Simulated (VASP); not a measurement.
Here is the system:

```yaml
crystal:
  lattice:
    - [0.00000, 2.88686, 2.88686]
    - [2.88686, 0.00000, 2.88686]
    - [2.88686, 2.88686, 0.00000]
  atoms:
    - { symbol: Ga, position: [0.00000, 0.00000, 0.00000] }
    - { symbol: As, position: [0.25000, 0.25000, 0.25000] }
```

All values below come from PBEsol GGA, VASP's PBE PAW potentials (set 64) (plane waves; VASP 6.6.1). Numerical set-up: 520 eV cut-off, 8×8×8 Γ-centred mesh, Gaussian smearing of 0.050 eV, potentials Ga_d As.

Give the stress tensor in GPa (positive for a compressed cell).

```
-3.47   0.00   0.00
 0.00  -3.47   0.00
 0.00   0.00  -3.47
```
The pressure is its mean diagonal, -3.47 GPa.

The compound is GaAs in the zinc blende structure. This cell is one point of a volume scan, at 1.06 of the reference volume.
